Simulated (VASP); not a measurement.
# Si3N4: NMR shieldings, part 5 of 5

What are the shielding tensors of Si3N4? The cell has space group P6_3/m. The start is a cell from a database of measured crystal structures.

VASP 6.6.1, plane waves and PAW; the level of theory is named at each step.

So far. Step 2 (Ground state): The cell has a gap of 4.32 eV on this mesh and a pressure of +5.3 GPa, which holds the misfit of the given cell and coordinates with this functional, and any error of cutoff, mesh and data sets.

## (4) Another functional, PAW release LDA 64 (continued)

Level of this step: chemical shifts by linear response (GIPAW), LDA; plane waves and PAW (Si, N) (VASP).

OUTCAR, selected parts (step 4):

```text
 Found     12 irreducible k-points:

   NELECT =      64.0000    total number of electrons

  Total       -2.4889164     -2.4889164     -2.8772172     -0.0000000     -0.0000000      0.0000000
  in kB      -27.3980662    -27.3980662    -31.6724934     -0.0000001     -0.0000000      0.0000000
  external PRESSURE =     -28.8228753 kB  Pullay stress =       0.0000000 kB

 POSITION                                       TOTAL-FORCE (eV/Angst)
 -----------------------------------------------------------------------------------
     -0.21660      2.67428      2.17972         0.005005      0.049422      0.000000
      2.20770      1.52472      0.72657         0.045303      0.020376     -0.000000
     -1.37791      5.43604      2.17972         0.040298     -0.029046     -0.000000
      4.01880      3.91132      0.72657        -0.005005     -0.049422     -0.000000
      1.59450      5.06088      2.17972        -0.045303     -0.020376      0.000000
      5.18011      1.14956      0.72657        -0.040298      0.029046      0.000000
     -0.00000      4.39040      2.17972        -0.000000      0.000000     -0.000000
      3.80220      2.19520      0.72657        -0.000000      0.000000      0.000000
      1.37161      1.97397      2.17972        -0.016419      0.009325      0.000000
     -1.40689      6.38474      0.72657        -0.000133      0.018882     -0.000000
      4.82590      4.41077      2.17972         0.016286      0.009557     -0.000000
      2.43059      4.61163      0.72657         0.016419     -0.009325     -0.000000
      5.20909      0.20086      2.17972         0.000133     -0.018882     -0.000000
     -1.02370      2.17483      0.72657        -0.016286     -0.009557      0.000000
 -----------------------------------------------------------------------------------
    total drift:                                0.000000      0.000000      0.000000

 Electric field gradients after diagonalization (V/A^2)
 (convention: |V_zz| > |V_xx| > |V_yy|)
----------------------------------------------------------------------
 ion       V_xx      V_yy      V_zz     asymmetry (V_yy - V_xx)/ V_zz
----------------------------------------------------------------------
   1      -5.708    -3.956     9.664       0.181
   2      -5.708    -3.956     9.664       0.181
   3      -5.708    -3.956     9.663       0.181
   4      -5.708    -3.956     9.664       0.181
   5      -5.708    -3.956     9.664       0.181
   6      -5.708    -3.956     9.663       0.181
   7      22.014    22.013   -44.027       0.000
   8      22.014    22.013   -44.027       0.000
   9      24.413    19.992   -44.405       0.100
  10      24.413    19.993   -44.406       0.100
  11      24.413    19.993   -44.406       0.100
  12      24.413    19.992   -44.405       0.100
  13      24.413    19.993   -44.406       0.100
  14      24.413    19.993   -44.406       0.100
----------------------------------------------------------------------

  ORBITAL MAGNETIC SUSCEPTIBILITY, excluding core contribution
 -------------------------------------------------------------
  Approximate magnetic susceptibility, pGv (10^-6 cm^3/mole)
     1        -97.575880          0.087129          0.000000
     2         -0.163523        -97.572642          0.000000
     3          0.000000          0.000000        -99.322105
 -------------------------------------------------------------
  Approximate magnetic susceptibility, vGv (10^-6 cm^3/mole)
     1        -82.633604         -0.012758          0.000000
     2         -0.048458        -82.629312          0.000000
     3          0.000000          0.000000        -83.824596

  BDIR labels direction of applied magnetic field (i.e. B0)
  For BDIR==1, B0 along x-axis, etc.
  Induced field listed along cartesian directions for each BDIR
 ------------------------------------------------------------------------------------------
                 EXCLUDING G=0 CONTRIBUTION              INCLUDING G=0 CONTRIBUTION
 ------------------------------------------------------------------------------------------
  ion  BDIR            X           Y           Z                X           Y           Z
          (   iso_shield        span        skew ) (   iso_shield        span        skew )
 ------------------------------------------------------------------------------------------
    1     1     341.6258     -7.6567     -0.0000         352.4041     -7.6650     -0.0000
          2       6.5416    359.6351      0.0000           6.5572    370.4130      0.0000
          3      -0.0000      0.0000    364.5200          -0.0000      0.0000    375.4652
          (     355.2603     22.9114     -0.5751 ) (     366.0941     23.0781     -0.5636 )

    2     1     354.6492      0.9777      0.0000         365.4274      0.9694      0.0000
          2      15.1756    346.6119      0.0000          15.1913    357.3898      0.0000
          3       0.0000      0.0000    364.5206           0.0000      0.0000    375.4657
          (     355.2605     22.9113     -0.5750 ) (     366.0943     23.0816     -0.5639 )

    3     1     355.6153    -14.6182      0.0000         366.3935    -14.6265      0.0000
          2      -0.4199    345.6448     -0.0000          -0.4043    356.4228     -0.0000
          3       0.0000      0.0000    364.5203           0.0000      0.0000    375.4655
          (     355.2601     22.9119     -0.5750 ) (     366.0939     23.0760     -0.5633 )

    4     1     341.6258     -7.6567     -0.0000         352.4041     -7.6650     -0.0000
          2       6.5416    359.6351      0.0000           6.5572    370.4130      0.0000
          3      -0.0000      0.0000    364.5200          -0.0000      0.0000    375.4652
          (     355.2603     22.9114     -0.5751 ) (     366.0941     23.0781     -0.5636 )

    5     1     354.6492      0.9777      0.0000         365.4274      0.9694      0.0000
          2      15.1756    346.6119      0.0000          15.1913    357.3898      0.0000
          3       0.0000      0.0000    364.5206           0.0000      0.0000    375.4657
          (     355.2605     22.9113     -0.5750 ) (     366.0943     23.0816     -0.5639 )

    6     1     355.6153    -14.6182      0.0000         366.3935    -14.6265      0.0000
          2      -0.4199    345.6448     -0.0000          -0.4043    356.4228     -0.0000
          3       0.0000      0.0000    364.5203           0.0000      0.0000    375.4655
          (     355.2601     22.9119     -0.5750 ) (     366.0939     23.0760     -0.5633 )

    7     1      90.7281      3.7021     -0.0000         101.5063      3.6937     -0.0000
          2      -3.7012     90.7266      0.0000          -3.6856    101.5046      0.0000
          3      -0.0000      0.0000    132.5077          -0.0000      0.0000    143.4528
          (     104.6541     41.7812      0.9999 ) (     115.4879     41.9516      0.9996 )

    8     1      90.7281      3.7021     -0.0000         101.5063      3.6937     -0.0000
          2      -3.7012     90.7266      0.0000          -3.6856    101.5046      0.0000
          3      -0.0000      0.0000    132.5077          -0.0000      0.0000    143.4528
          (     104.6541     41.7812      0.9999 ) (     115.4879     41.9516      0.9996 )

    9     1     125.8760      5.7628      0.0000         136.6542      5.7545      0.0000
          2       6.0604    144.3246      0.0000           6.0760    155.1025      0.0000
          3       0.0000      0.0000    105.2781           0.0000      0.0000    116.2233
          (     125.1595     40.7782      0.0747 ) (     135.9933     40.6130      0.0792 )

   10     1     144.8330      4.8828      0.0000         155.6112      4.8745      0.0000
          2       5.1804    125.3682      0.0000           5.1960    136.1461      0.0000
          3       0.0000      0.0000    105.2785           0.0000      0.0000    116.2237
          (     125.1599     40.7782      0.0747 ) (     135.9937     40.6130      0.0793 )

   11     1     134.5928    -11.0918     -0.0000         145.3710    -11.1001     -0.0000
          2     -10.7953    135.6089     -0.0000         -10.7797    146.3869     -0.0000
          3       0.0000      0.0000    105.2782           0.0000      0.0000    116.2234
          (     125.1600     40.7780      0.0746 ) (     135.9938     40.6073      0.0788 )

   12     1     125.8760      5.7628      0.0000         136.6542      5.7545      0.0000
          2       6.0604    144.3246      0.0000           6.0760    155.1025      0.0000
          3       0.0000      0.0000    105.2781           0.0000      0.0000    116.2233
          (     125.1595     40.7782      0.0747 ) (     135.9933     40.6130      0.0792 )

   13     1     144.8330      4.8828      0.0000         155.6112      4.8745      0.0000
          2       5.1804    125.3682      0.0000           5.1960    136.1461      0.0000
          3       0.0000      0.0000    105.2785           0.0000      0.0000    116.2237
          (     125.1599     40.7782      0.0747 ) (     135.9937     40.6130      0.0793 )

   14     1     134.5928    -11.0918     -0.0000         145.3710    -11.1001     -0.0000
          2     -10.7953    135.6089     -0.0000         -10.7797    146.3869     -0.0000
          3       0.0000      0.0000    105.2782           0.0000      0.0000    116.2234
          (     125.1600     40.7780      0.0746 ) (     135.9938     40.6073      0.0788 )
 ------------------------------------------------------------------------------------------

[... 10 parts as in an earlier step ...]

[... 1 further part left out ...]
```

Numbers from this step:

```yaml
free_energy_toten: -126.5247 eV
fermi_energy: 6.686 eV
pressure: -2.882 GPa
gap_on_the_k_mesh: 4.132 eV
least_direct_gap_on_the_k_mesh: 4.337 eV
```

Valence and core; the G = 0 term is that of a spherical sample. NMR shielding, by row:

```csv
atom,isotropic shielding (ppm),span (ppm),skew,isotropic shielding without the G = 0 term (ppm)
Si1,366.1,23.08,-0.5636,355.3
Si2,366.1,23.08,-0.5639,355.3
Si3,366.1,23.08,-0.5633,355.3
Si4,366.1,23.08,-0.5636,355.3
Si5,366.1,23.08,-0.5639,355.3
Si6,366.1,23.08,-0.5633,355.3
N7,115.5,41.95,0.9996,104.7
N8,115.5,41.95,0.9996,104.7
N9,136,40.61,0.0792,125.2
N10,136,40.61,0.0793,125.2
N11,136,40.61,0.0788,125.2
N12,136,40.61,0.0792,125.2
N13,136,40.61,0.0793,125.2
N14,136,40.61,0.0788,125.2
```

Ordered as |Vzz| ≥ |Vxx| ≥ |Vyy|, the program's way. Electric field gradients, by row:

```csv
atom,Vxx (V/Å²),Vyy (V/Å²),Vzz (V/Å²),asymmetry
Si1,-5.708,-3.956,9.664,0.181
Si2,-5.708,-3.956,9.664,0.181
Si3,-5.708,-3.956,9.663,0.181
Si4,-5.708,-3.956,9.664,0.181
Si5,-5.708,-3.956,9.664,0.181
Si6,-5.708,-3.956,9.663,0.181
N7,22.01,22.01,-44.03,0
N8,22.01,22.01,-44.03,0
N9,24.41,19.99,-44.41,0.1
N10,24.41,19.99,-44.41,0.1
N11,24.41,19.99,-44.41,0.1
N12,24.41,19.99,-44.41,0.1
N13,24.41,19.99,-44.41,0.1
N14,24.41,19.99,-44.41,0.1
```

Against the first shielding run the largest change is -20.8 ppm, on Si1.

## (5) Summary

This step: chemical shifts by linear response (GIPAW), PBE, LDA; plane waves and PAW (VASP 6.6.1).

Derived from the runs above.

Isotropic shieldings. Cost is wall time times ranks on a shared host. Shieldings by setting:

```csv
run,ENCUT (eV),k mesh,"Si1, Wyckoff letter h (ppm)","N7, Wyckoff letter d (ppm)","N9, Wyckoff letter h (ppm)",cost (core minutes)
first shielding run,520,3x3x6,386.9,127.2,147.7,46.67
another functional,520,3x3x6,366.1,115.5,136,44.67
```

## (6) Results

* Si, isotropic shielding: 386.9 ppm
* N, isotropic shielding: 127.2, 147.7 ppm

What this shows: At PBE, in the first shielding run, the isotropic shieldings are Si 386.9 ppm; N 127.2, 147.7 ppm. In the first shielding run the widest tensor is that of N7, with a span (largest less smallest principal value) of 38.7 ppm. The largest field gradient of that run is Vzz = -46.2 V/Å² at N9. Against the first shielding run, the one with another functional moves the shieldings by at most 21 ppm. Shifts were not obtained, since a shift is the shielding of a reference compound, computed alike, less these values; differences between sites of one element need no reference, and the more shielded site has the lower shift. The G = 0 term is the part set by the sample's shape, taken here for a sphere. No finer mesh was run, so convergence in it isn't shown. VASP's guide advises LASPH for shieldings, which this input doesn't set; the effect wasn't tested. The cell has space group P6_3/m. The given cell is kept, although it stands at +5.3 GPa at PBE and ENCUT = 520 eV, which holds the mismatch of the given cell with this functional, any error of the entry itself and any basis-set error.

[Lines on the potential files, build, host, timing and source positions are cut from VASP's logs without a mark.]

[Logs are printed without paths, hosts, clocks, repeated set-up lines and the standing remarks that a program may print on its own settings, such as how far it seeks lower states.]

[Hosts, paths, dates, database ids (printed as entryN), source tags and the programs' standing remarks are cut or masked in the printed files.]
